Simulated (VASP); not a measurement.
# Ga2SnAs2 (I4/mmm) in VASP: relaxation of cell and atoms with PBE

Aim: the relaxation of cell and atoms of Ga2SnAs2 with PBE.

Program: VASP 6.6.1. These are calculated values, not measurements. Logs are shortened: lines on timing, memory, paths and dates and some standing lists are left out, and cuts for length are marked.

### 1 The structure

Symmetry: I4/mmm, No. 139, tetragonal system. Conventional cell: a = 4.591 Å, b = 4.591 Å, c = 10.718 Å, α = 90.00°, β = 90.00°, γ = 90.00°. Ga (site symmetry 4mm) is surrounded by 4 As at 2.66 Å and 1 Ga at 2.68 Å. Around Sn (site symmetry 4/mmm) lie 10 Ga at 3.51 to 4.02 Å and 8 As at 3.53 Å. As (site symmetry -4m2) has 4 Ga at 2.66 Å as nearest neighbours.

The cell was built by a generator and needn't be a form met in nature.

### 2 Relaxation of cell and atoms, PBE

The input, INCAR:

```
  PREC = Accurate
  ENCUT = 600
  EDIFF = 1E-6
  ISMEAR = 1
  SIGMA = 0.1
  LREAL = False
  LASPH = True
  NELM = 100
  ALGO = Normal
  ISIF = 3
  LWAVE = False
  LCHARG = False
  GGA = PE
  IBRION = 2
  NSW = 60
  EDIFFG = -0.01
```

The input, KPOINTS:

```
regular mesh
0
Gamma
  8 8 8
```

The input, POSCAR:

```
Ga2SnAs2
1.0
   -2.2955850000      2.2955850000      5.3589193200
    2.2955850000     -2.2955850000      5.3589193200
    2.2955850000      2.2955850000     -5.3589193200
Ga Sn As
2 1 2
Direct
    0.3750000000      0.3750000000      0.0000000000
    0.6250000000      0.6250000000      0.0000000000
    0.0000000000      0.0000000000      0.0000000000
    0.7500000000      0.2500000000      0.5000000000
    0.2500000000      0.7500000000      0.5000000000
```

Potentials or basis: VASP PAW PBE potentials, release 64 (Ga_d, Sn_d, As).

Launch:

```console
$ cat potpaw_PBE.64/Ga_d/POTCAR potpaw_PBE.64/Sn_d/POTCAR potpaw_PBE.64/As/POTCAR > POTCAR
$ mpirun -np 1 vasp_std > vasp.out
```

OUTCAR:

```text
PREC = Accurate
   ENCUT = 600
   EDIFF = 1E-6
   ISMEAR = 1
   LREAL = False
   LASPH = True
   NELM = 100
   ISIF = 3
   GGA = PE
   IBRION = 2
   NSW = 60
   EDIFFG = -0.01

 ion  position               nearest neighbor table
   1  0.375  0.375  0.000-   4 2.66   5 2.66   5 2.66   4 2.66   2 2.68
   2  0.625  0.625  0.000-   5 2.66   4 2.66   4 2.66   5 2.66   1 2.68
   3  0.000  0.000  0.000-
   4  0.750  0.250  0.500-   1 2.66   2 2.66   1 2.66   2 2.66
   5  0.250  0.750  0.500-   1 2.66   2 2.66   1 2.66   2 2.66

  LATTYP: Found a body centered tetragonal cell.
 ALAT       =     4.5911700000
 C/A-ratio  =     2.3344460432

  Lattice vectors:

 A1 = (  -2.2955850000,   2.2955850000,   5.3589193200)
 A2 = (   2.2955850000,  -2.2955850000,   5.3589193200)
 A3 = (   2.2955850000,   2.2955850000,  -5.3589193200)

Analysis of symmetry for initial positions (statically):
=====================================================================
 Subroutine PRICEL returns:
 Original cell was already a primitive cell.

 Routine SETGRP: Setting up the symmetry group for a
 body centered tetragonal supercell.

 Subroutine GETGRP returns: Found 16 space group operations
 (whereof 16 operations were pure point group operations)
 out of a pool of 16 trial point group operations.

The static configuration has the point symmetry D_4h.

Analysis of symmetry for dynamics (positions and initial velocities):
=====================================================================
 Subroutine PRICEL returns:
 Original cell was already a primitive cell.

 Routine SETGRP: Setting up the symmetry group for a
 body centered tetragonal supercell.

 Subroutine GETGRP returns: Found 16 space group operations
 (whereof 16 operations were pure point group operations)
 out of a pool of 16 trial point group operations.

The dynamic configuration has the point symmetry D_4h.

 Subroutine INISYM returns: Found 16 space group operations
 (whereof 16 operations are pure point group operations),
 and found     1 'primitive' translations

----------------------------------------------------------------------------------------

                                     Primitive cell

  volume of cell :     112.9598

[... 108 lines left out ...]
   EFERMI =   0.00;   METHOD = LEGACY
   ISMEAR =     1;   SIGMA  =   0.10  broadening in eV -4-tet -1-fermi 0-gaus
   EFERMI_NEDOS =   21; number of points for ismear=-14 and -15
   IALGO  =     38    algorithm
   IMIX   =      4    mixing-type and parameters
     AMIX     =   0.40;   BMIX     =  1.00
     AMIX_MAG =   1.60;   BMIX_MAG =  1.00
  volume/ion in A,a.u.               =      22.59       152.46
  Fermi-wavevector in a.u.,A,eV,Ry     =   1.247643  2.357703 21.178991  1.556612
  Thomas-Fermi vector in A             =   2.381765
   LORBIT       =      0    0 simple, 1 ext, 2 COOP (PROOUT), +10 PAW based schemes
   GGA     = PE    functional components
   LHFCALC =     F    Hartree Fock is set to
   AEXX    =    0.0000 exact exchange contribution
   IVDW    =     0    specifies the selected vdW correction
   LEPSILON=     F    determine dielectric tensor
   LRPA    =     F    only Hartree local field effects (RPA)
 conjugate gradient relaxation of ions
 non-spin polarized calculation
 Methfessel and Paxton  Order N= 1 SIGMA  =   0.10
  energy-cutoff  :      600.00
  volume of cell :      112.96
 maximum number of plane-waves:      3789
   NGX = 25   NGY = 25   NGZ = 25

--------------------------------------- Ionic step        1  -------------------------------------------

 number of electron      50.0000003 magnetization

 Free energy of the ion-electron system (eV)
  ---------------------------------------------------
  ext. energy  EPLUGINS =         0.00000000
  ---------------------------------------------------
  free energy    TOTEN  =       -18.14098428 eV

  energy without entropy =      -18.14342798  energy(sigma->0) =      -18.14179885

------------------------ aborting loop because EDIFF is reached ----------------------------------------

  FORCE on cell =-STRESS in cart. coord.  units (eV):
  Direction    XX          YY          ZZ          XY          YZ          ZX
  --------------------------------------------------------------------------------------
  -------------------------------------------------------------------------------------
  Total        0.9342856      0.9342856     -3.2898095      0.0000000      0.0000000     -0.0000000
  in kB       13.2515375     13.2515375    -46.6613576      0.0000000      0.0000000     -0.0000000
  external PRESSURE =      -6.7194275 kB  Pullay stress =       0.0000000 kB
[... 98 lines left out ...]
  FREE ENERGIE OF THE ION-ELECTRON SYSTEM (eV)
  ---------------------------------------------------
  free  energy   TOTEN  =       -18.2915214403 eV

  energy  without entropy=      -18.2909276465  energy(sigma->0) =      -18.29132351

[... ionic steps 4 to 17 ...]

--------------------------------------- Ionic step       18  -------------------------------------------

 number of electron      50.0000001 magnetization

------------------------ aborting loop because EDIFF is reached ----------------------------------------
[... 73 lines left out ...]
--------------------------------------- Ionic step       20  -------------------------------------------

 number of electron      50.0000001 magnetization

 Free energy of the ion-electron system (eV)
  ---------------------------------------------------
  ext. energy  EPLUGINS =         0.00000000
  ---------------------------------------------------
  free energy    TOTEN  =       -18.67778830 eV

  energy without entropy =      -18.67808062  energy(sigma->0) =      -18.67788574

 E-fermi :   5.6700     XC(G=0): -10.3339

 val. band max:        5.6680990016   @ k =  -0.3750   0.5000   0.1250
 cond. band min:       5.7215604819   @ k =  -0.2500  -0.3750   0.1250
 fundamental gap:      0.0534614802
 Fermi energy:         5.6699565988

 k-point     1 :       0.0000    0.0000    0.0000
  band No.  band energies     occupation
      1     -16.1368      2.00000
      2     -16.1350      2.00000
      3     -16.1204      2.00000
      4     -16.1172      2.00000
      5     -16.1172      2.00000
      6      -9.2737      2.00000
[... 781 lines left out ...]
     29       8.9250      0.00000
     30       9.9883      0.00000

 [... further k-points ...]
[... 5 lines left out ...]
  --------------------------------------------------------------------------------------
  -------------------------------------------------------------------------------------
  Total        0.0112075      0.0112075      0.0489072      0.0000000      0.0000000      0.0000000
  in kB        0.1634549      0.1634549      0.7132817      0.0000000      0.0000000      0.0000000
  external PRESSURE =       0.3467305 kB  Pullay stress =       0.0000000 kB
[... 20 lines left out ...]
  FREE ENERGIE OF THE ION-ELECTRON SYSTEM (eV)
  ---------------------------------------------------
  free  energy   TOTEN  =       -18.6777882954 eV

  energy  without entropy=      -18.6780806159  energy(sigma->0) =      -18.67788574

 reached required accuracy - stopping structural energy minimisation
```

CONTCAR:

```text
Ga2SnAs2
   1.00000000000000
    -2.4979239491855982    2.4979239491855982    4.4015289176823709
     2.4979239491855982   -2.4979239491855982    4.4015289176823709
     2.4979239491855982    2.4979239491855982   -4.4015289176823709
  Ga              Sn              As
     2     1     2
Direct
     0.3577227071853609    0.3577227071853609    0.0000000000000000
     0.6422772928146393    0.6422772928146393    0.0000000000000000
     0.0000000000000000    0.0000000000000000    0.0000000000000000
     0.7500000000000000    0.2500000000000000    0.5000000000000000
     0.2500000000000000    0.7500000000000000    0.5000000000000000

  0.00000000E+00  0.00000000E+00  0.00000000E+00
  0.00000000E+00  0.00000000E+00  0.00000000E+00
  0.00000000E+00  0.00000000E+00  0.00000000E+00
  0.00000000E+00  0.00000000E+00  0.00000000E+00
  0.00000000E+00  0.00000000E+00  0.00000000E+00
```

It took 49 min on 1 thread of Intel Xeon Platinum 8559C (Emerald Rapids), shared host; peak memory 0.52 GiB.

Results:

- Free energy: -18.6778 eV
- Relaxed volume: 21.97 Å³/atom
- Relaxed cell: a = 5.644 Å, b = 5.644 Å, c = 5.644 Å, α = 127.46°, β = 127.46°, γ = 77.50°
- Space group after relaxing (to 0.05 Å): I4/mmm (No. 139)
- Energy gained by relaxing: 107.4 meV/atom
- Ionic steps: 20
- Pressure after relaxing: 0.0 GPa
- Largest force after relaxing: 0.008 eV/Å
- Band gap on the k mesh: none (metal or under the smearing width)

Forces in eV/Å, atoms in the order of the input:
```
Ga   0.000  0.000  0.008
Ga   0.000  0.000 -0.008
Sn   0.000  0.000  0.000
As   0.000  0.000  0.000
As   0.000  0.000  0.000
```

The path:
```csv
step,energy change (eV),largest force (eV/Å),pressure (GPa),volume (Å³)
1,0.0000,0.4212,-0.67,112.96
2,-0.1133,0.0739,-0.28,111.36
3,-0.1505,0.3506,0.25,110.06
4,-0.1522,0.4825,0.37,109.76
5,-0.1930,0.4198,0.00,110.35
6,-0.3631,0.2230,-1.02,111.94
7,-0.5043,0.1258,-2.03,114.26
8,-0.5015,0.0046,-1.84,113.72
9,-0.5085,0.0382,-1.90,113.94
10,-0.5254,0.1052,-1.10,112.23
11,-0.5254,0.1098,-1.05,112.15
12,-0.5328,0.0953,-0.62,111.19
13,-0.5359,0.0846,-0.17,110.30
14,-0.5361,0.0816,-0.04,110.03
15,-0.5366,0.0431,0.06,109.94
16,-0.5368,0.0225,0.05,109.89
17,-0.5367,0.0198,0.12,109.80
18,-0.5368,0.0118,-0.01,109.86
19,-0.5368,0.0029,0.04,109.85
20,-0.5368,0.0076,0.03,109.86
```

Final structure:
```
Ga Sn As
1.0
    -2.49792    2.49792    4.40153
     2.49792   -2.49792    4.40153
     2.49792    2.49792   -4.40153
Ga Sn As
2 1 2
Direct
  0.35772 0.35772 0.00000
  0.64228 0.64228 0.00000
  0.00000 0.00000 0.00000
  0.75000 0.25000 0.50000
  0.25000 0.75000 0.50000
```

Levels at points of the mesh, in eV from the Fermi level:
```
           k point  band 21  band 22  band 23  band 24  band 25  band 26  band 27  band 28  band 29  band 30
(0.00, 0.00, 0.00)    -4.05    -4.05    -2.87    -1.38    -1.16    -1.16    -0.67    -0.67     0.93     4.58
(0.50, 0.00, 0.00)    -3.70    -3.19    -3.18    -0.66    -0.48     1.19     1.72     2.41     2.50     3.34
(0.50, 0.50, 0.00)    -4.12    -1.38    -1.24     0.12     0.34     1.00     1.15     3.15     4.40     4.64
(0.50, 0.50, 0.50)    -4.92    -0.81    -0.51    -0.51     0.12     1.36     1.84     2.30     2.45     2.45
```

### 3 The reference run

An earlier run on the cell as given: functional PBE; potentials or basis VASP PAW PBE potentials, release 64 (Ga_d, Sn_d, As); cutoff 520 eV; k mesh 8 × 8 × 8; occupations fermi-dirac, width 0.05 eV; no spin polarisation.

* Pressure: -0.6 GPa
* Largest force: 0.425 eV/Å
* Band gap on the k mesh: none (metal or under the smearing width)
